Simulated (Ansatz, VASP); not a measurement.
## Cross-check of SrNiF6 between VASP and Ansatz

Wanted: the spread between two codes on one cell, functional and k mesh. The cell is taken from a series of runs on this material, whose earlier steps may have relaxed, scaled, displaced or heated it; both programs get it as it stands.

Method: plane waves, with VASP 6.6.1 beside it; G0W0 gap at LDA, in Ansatz 0.2.0.

In doubt: one-shot GW on d or f shells is unsure (step 3), so the values of those runs are not to be relied on.

## (1) The starting structure

It takes space group R-3m (No. 166, trigonal). The conventional cell has a = 7.074 Å, b = 7.074 Å, c = 6.656 Å, α = 90.00°, β = 90.00°, γ = 120.00°. Sr has 12 F at 2.61 to 2.72 Å nearest. Ni has 6 F at 1.80 Å nearest. Nearest to F lie 1 Ni at 1.80 Å and 2 Sr at 2.61 to 2.72 Å. Farther neighbours and most contacts between anions are not listed.

As a file:

```xyz
8
Lattice="3.5370 2.0421 2.2187 -3.5370 2.0421 2.2187 0.0000 -4.0842 2.2187" Properties=species:S:1:pos:R:3 pbc="T T T"
Sr    0.0000    0.0000    3.3280
Ni    0.0000    0.0000    0.0000
F    -2.2637    1.3069    3.2570
F     0.0000   -2.6139    3.2570
F     2.2637    1.3069    3.2570
F     2.2637   -1.3069    3.3990
F    -2.2637   -1.3069    3.3990
F     0.0000    2.6139    3.3990
```

## (2) VASP: G0W0 gap, LDA

Quasiparticle shifts depend on high empty states and on the cores, so they are the hardest test of two PAW sets.

Lines of VASP's logs that name or quote its potential files are left out, and so is its time.

The run reads the wave functions of an earlier VASP run, which isn't shown here.

INCAR reads:

```
SYSTEM = SrNiF6
PREC = Accurate
ENCUT = 520
ISMEAR = 0
SIGMA = 0.01
LREAL = .FALSE.
GGA = CA
NBANDS = 98
LASPH = .TRUE.
ALGO = EVGW0
NELMGW = 1
ENCUTGW = 114.29
NOMEGA = 64
PRECFOCK = Fast
NBANDSGW = 43
LWAVE = .FALSE.
LCHARG = .FALSE.
```

POSCAR reads:

```
SrNiF6
1.0
    3.5370000000      2.0420879021      2.2186666667
   -3.5370000000      2.0420879021      2.2186666667
    0.0000000000     -4.0841758042      2.2186666667
Sr Ni F
1 1 6
Direct
    0.5000000000      0.5000000000      0.5000000000
    0.0000000000      0.0000000000      0.0000000000
    0.2760000000      0.9160000000      0.2760000000
    0.2760000000      0.2760000000      0.9160000000
    0.9160000000      0.2760000000      0.2760000000
    0.7240000000      0.0840000000      0.7240000000
    0.0840000000      0.7240000000      0.7240000000
    0.7240000000      0.7240000000      0.0840000000
```

KPOINTS reads:

```
Automatic mesh
0
Gamma
2 2 2
0 0 0
```

The projector-augmented-wave data sets are Sr_sv_GW, Ni_sv_GW and F_GW (LDA family, release 64).

Run with:

```bash
$ export OMP_NUM_THREADS=3
$ mpirun -np 1 vasp_std
```

Numbers of over 12 decimals in the logs are rounded to 6 here.

Output:

```text
[banner, memory and clock lines left out]
running    1 mpi-ranks, on    1 nodes
 distrk:  each k-point on    1 cores,    1 groups
 distr:  one band on    1 cores,    1 groups
 Offloading initialized ...    1 GPUs detected
 POSCAR found type information on POSCAR SrNiF
 POSCAR found :  3 types and       8 ions
|                                                                             |
|           W    W    AA    RRRRR   N    N  II  N    N   GGGG   !!!           |
|           W    W   A  A   R    R  NN   N  II  NN   N  G    G  !!!           |
|           W    W  A    A  R    R  N N  N  II  N N  N  G       !!!           |
|           W WW W  AAAAAA  RRRRR   N  N N  II  N  N N  G  GGG   !            |
|           WW  WW  A    A  R   R   N   NN  II  N   NN  G    G                |
|           W    W  A    A  R    R  N    N  II  N    N   GGGG   !!!           |
|                                                                             |
|     The default for ENCUTGWSOFT is different in this version of VASP.       |
|     please manually set ENCUTGWSOFT =114.29 in the INCAR file.              |
|                                                                             |

 LDA part: xc-table for (Slater(with rela. corr.)+CA(PZ))
 , standard interpolation
 found WAVECAR, reading the header
 POSCAR, INCAR and KPOINTS ok, starting setup
 FFT: planning ... GRIDC
 FFT: planning ... GRID_SOFT
 FFT: planning ... GRID
 reading WAVECAR
 the WAVECAR file was read successfully
 initial charge from wavefunction
 available memory per node:   1674.51 GB, setting MAXMEM to   1714698

 The Fermi energy was updated, please check that it is located mid-gap
 values below the HOMO (VB) or above the LUMO (CB) will cause erroneous energies
 E-fermi :   0.7431

 calculate exact exchange contribution
 the WAVEDER file was read successfully
|                                                                             |
|           W    W    AA    RRRRR   N    N  II  N    N   GGGG   !!!           |
|           W    W   A  A   R    R  NN   N  II  NN   N  G    G  !!!           |
|           W    W  A    A  R    R  N N  N  II  N N  N  G       !!!           |
|           W WW W  AAAAAA  RRRRR   N  N N  II  N  N N  G  GGG   !            |
|           WW  WW  A    A  R   R   N   NN  II  N   NN  G    G                |
|           W    W  A    A  R    R  N    N  II  N    N   GGGG   !!!           |
|                                                                             |
|     Automatic setting of frequency mesh for GW failed. Frequency mesh       |
|     properly not suitable for determining QP energies. Consider             |
|     increasing number of kpoints.                                           |
|                                                                             |

energies w=
    0.000    0.000    1.125    0.000    2.247    0.000    3.365    0.000
    4.475    0.000    5.576    0.000    6.667    0.000    7.745    0.000
    8.810    0.000    9.861    0.000   10.898    0.000   11.921    0.000
   12.930    0.000   13.926    0.000   14.909    0.000   15.880    0.000
   16.842    0.000   17.794    0.000   18.739    0.000   19.678    0.000
   20.613    0.000   21.546    0.000   22.478    0.000   23.413    0.000
   24.351    0.000   25.295    0.000   26.248    0.000   27.212    0.000
   28.191    0.000   29.186    0.000   30.201    0.000   31.241    0.000
   32.307    0.000   33.405    0.000   34.540    0.000   35.716    0.000
   36.940    0.000   38.217    0.000   39.555    0.000   40.963    0.000
   42.450    0.000   44.027    0.000   45.708    0.000   47.508    0.000
   49.444    0.000   51.537    0.000   53.814    0.000   56.305    0.000
   59.047    0.000   62.087    0.000   65.482    0.000   69.304    0.000
   73.646    0.000   78.627    0.000   84.406    0.000   91.197    0.000
   99.294    0.000  109.116    0.000  121.279    0.000  136.726    0.000
  156.975    0.000  184.649    0.000  224.681    0.000  287.605    0.000
 responsefunction array rank=     268
 LDA part: xc-table for (Slater(with rela. corr.)+CA(PZ))
 , standard interpolation

 min. memory requirement per mpi rank    293.2 MB, per node    293.2 MB

 allocating  64 responsefunctions rank=   268
 shmem allocating  64 responsefunctions rank=   268
 response function shared by NCSHMEM nodes    1
 Doing            64  frequencies on each core in blocks of            64
NQ=   1    0.0000    0.0000    0.0000,
|.........|.........|.........|.........|.........|.........|.........|.........
 performed         68000 updates of chi_q(r,r)
 total number of BLAS operations         35.89 Gflops
NQ=   2    0.5000    0.0000    0.0000,
|.........|.........|.........|.........|.........|.........|.........|.........
 performed        162000 updates of chi_q(r,r)
 total number of BLAS operations         88.45 Gflops
NQ=   3    0.5000    0.5000    0.0000,
|.........|.........|.........|.........|.........|.........|.........|.........
 performed        256000 updates of chi_q(r,r)
 total number of BLAS operations        142.63 Gflops
NQ=   4    0.5000    0.5000    0.5000,
|.........|.........|.........|.........|.........|.........|.........|.........
 performed        324000 updates of chi_q(r,r)
 total number of BLAS operations        180.51 Gflops
 resolving degeneracies of screened two electron integrals

 calculate QP shifts <psi_nk| G(iteration)W_0 |psi_nk>: iteration 1
 entering main loop
```

Parts of OUTCAR (step 2):

```text
ion  position               nearest neighbor table
   1  0.500  0.500  0.500-   4 2.61   8 2.61   5 2.61   6 2.61   7 2.61   3 2.61   8 2.72   4 2.72
                             7 2.72   6 2.72   3 2.72   5 2.72
   2  0.000  0.000  0.000-   4 1.80   8 1.80   5 1.80   6 1.80   7 1.80   3 1.80
   3  0.276  0.916  0.276-   2 1.80   1 2.61   1 2.72
   4  0.276  0.276  0.916-   2 1.80   1 2.61   1 2.72
   5  0.916  0.276  0.276-   2 1.80   1 2.61   1 2.72
   6  0.724  0.084  0.724-   2 1.80   1 2.61   1 2.72
   7  0.084  0.724  0.724-   2 1.80   1 2.61   1 2.72
   8  0.724  0.724  0.084-   2 1.80   1 2.61   1 2.72

  LATTYP: Found a trigonal (rhomboedric) cell.
 ALAT       =     4.6478999320
 COS(alpha) =    -0.1582080438

 Subroutine GETGRP returns: Found 12 space group operations
 (whereof 12 operations were pure point group operations)

The static configuration has the point symmetry D_3d.

 Found      4 irreducible k-points:

   k-points           NKPTS =      4   k-points in BZ     NKDIM =      8   number of bands    NBANDS=     98

   dimension x,y,z NGX =    36 NGY =   36 NGZ =   36
   dimension x,y,z NGXF=    72 NGYF=   72 NGZF=   72

   ENCUT  =  520.0 eV  38.22 Ry    6.18 a.u.   8.64  8.64  8.64*2*pi/ulx,y,z

   NELECT =      70.0000    total number of electrons

  energy-cutoff  :      520.00
  volume of cell :       96.15
      direct lattice vectors                 reciprocal lattice vectors
     3.537000000  2.042087902  2.218666667     0.141362737  0.081615814  0.150240385
    -3.537000000  2.042087902  2.218666667    -0.141362737  0.081615814  0.150240385
     0.000000000 -4.084175804  2.218666667     0.000000000 -0.163231628  0.150240385

 k-points in reciprocal lattice and weights: Automatic mesh
   0.00000000  0.00000000  0.00000000       0.125
   0.50000000  0.00000000  0.00000000       0.375
   0.50000000  0.50000000  0.00000000       0.375
   0.50000000  0.50000000  0.50000000       0.125

 E-fermi :   0.7431

 QP shifts <psi_nk| G(iteration)W_0 |psi_nk>: iteration 1
 for sc-GW calculations column KS-energies equals QP-energies in previous step
 and V_xc(KS)=  KS-energies - (<T + V_ion + V_H > + <T+V_H+V_ion>^1  + <V_x>^1)
 k-point   1 :       0.0000    0.0000    0.0000
  band No.  KS-energies  QP-energies   sigma(KS)   V_xc(KS)     V^pw_x(r,r')   Z            occupation Imag(sigma)
    ...
     32      -0.4010      -1.3219     -29.2084     -27.8943     -37.0873       0.7008       2.0000       0.8675
     33      -0.4010      -1.3219     -29.2084     -27.8943     -37.0873       0.7008       2.0000       0.8675
     34      -0.2947      -1.2268     -29.3707     -28.0446     -37.2248       0.7029       2.0000       0.8338
     35      -0.1205      -1.3114     -25.3476     -23.7082     -31.9129       0.7265       2.0000       0.7257
     36       1.2792       3.7223     -24.6639     -28.0614     -22.2718       0.7191       0.0000      -0.3908
     37       1.2792       3.7223     -24.6639     -28.0614     -22.2718       0.7191       0.0000      -0.3908
     38       7.6824       9.6916      -9.4092     -11.7766      -6.1178       0.8487       0.0000      -0.3419
     39      10.1045      12.8743     -10.5546     -13.8796      -7.3541       0.8330       0.0000      -0.4032
    ...

 k-point   2 :       0.5000    0.0000    0.0000
  band No.  KS-energies  QP-energies   sigma(KS)   V_xc(KS)     V^pw_x(r,r')   Z            occupation Imag(sigma)
    ...
     32      -0.7124      -1.8624     -24.6654     -23.0895     -31.0455       0.7298       2.0000       0.7723
     33      -0.2775      -1.2220     -29.1717     -27.8276     -36.9704       0.7026       2.0000       0.8309
     34      -0.2269      -1.2864     -27.6585     -26.1683     -35.0317       0.7109       2.0000       0.8045
     35      -0.0018      -0.9926     -28.7368     -27.3353     -36.3086       0.7069       2.0000       0.7984
     36       1.5373       4.0777     -24.9284     -28.3692     -22.5652       0.7383       0.0000      -0.4106
     37       1.7270       4.2840     -25.0214     -28.4781     -22.7202       0.7397       0.0000      -0.4168
     38       9.2271      11.8000      -9.1351     -12.1865      -5.8574       0.8432       0.0000      -0.3655
     39       9.5642      12.0453     -10.2125     -13.1726      -6.9981       0.8382       0.0000      -0.3767
    ...

 k-point   3 :       0.5000    0.5000    0.0000
  band No.  KS-energies  QP-energies   sigma(KS)   V_xc(KS)     V^pw_x(r,r')   Z            occupation Imag(sigma)
    ...
     32      -0.8513      -2.0686     -24.6676     -22.9968     -31.1098       0.7286       2.0000       0.7638
     33      -0.6188      -1.5195     -29.3629     -28.0755     -37.4723       0.6997       2.0000       0.9026
     34      -0.3904      -1.2820     -29.1707     -27.9014     -36.9256       0.7024       2.0000       0.8434
     35       0.2070      -0.8254     -28.5588     -27.1031     -36.0595       0.7093       2.0000       0.7791
     36       1.2853       3.7219     -24.7028     -28.0890     -22.3329       0.7196       0.0000      -0.3883
     37       1.7369       4.2945     -24.9341     -28.3861     -22.6557       0.7409       0.0000      -0.4139
     38       9.0424      11.6351      -9.9946     -13.0724      -6.7764       0.8424       0.0000      -0.3689
     39       9.3175      11.9039      -8.7132     -11.7783      -5.3838       0.8439       0.0000      -0.3672
    ...

 k-point   4 :       0.5000    0.5000    0.5000
  band No.  KS-energies  QP-energies   sigma(KS)   V_xc(KS)     V^pw_x(r,r')   Z            occupation Imag(sigma)
    ...
     32      -0.5457      -1.7548     -24.9474     -23.2841     -31.5685       0.7270       2.0000       0.7897
     33      -0.4738      -1.3946     -29.2798     -27.9694     -37.1987       0.7027       2.0000       0.8576
     34      -0.0098      -0.9931     -28.8660     -27.4735     -36.4701       0.7062       2.0000       0.8049
     35      -0.0098      -0.9931     -28.8660     -27.4735     -36.4701       0.7062       2.0000       0.8049
     36       1.3131       3.7668     -24.8168     -28.2262     -22.4078       0.7197       0.0000      -0.3966
     37       1.3131       3.7668     -24.8168     -28.2262     -22.4078       0.7197       0.0000      -0.3966
     38       9.1788      11.7178      -9.3514     -12.3684      -6.1621       0.8415       0.0000      -0.3604
     39       9.1788      11.7178      -9.3514     -12.3684      -6.1621       0.8415       0.0000      -0.3604
    ...
```

This run has no spin polarisation, so a moment on Ni, if there is one, isn't seen.

(Part 1 of 2 ends here.)

[Lines on the potential files, build, host, timing and source positions are cut from VASP's logs without a mark.]

[Logs are printed without paths, hosts, clocks, repeated set-up lines and the standing remarks that a program may print on its own settings, such as how far it seeks lower states.]

[Hosts, paths, dates, database ids (printed as entryN), source tags and the programs' standing remarks are cut or masked in the printed files.]
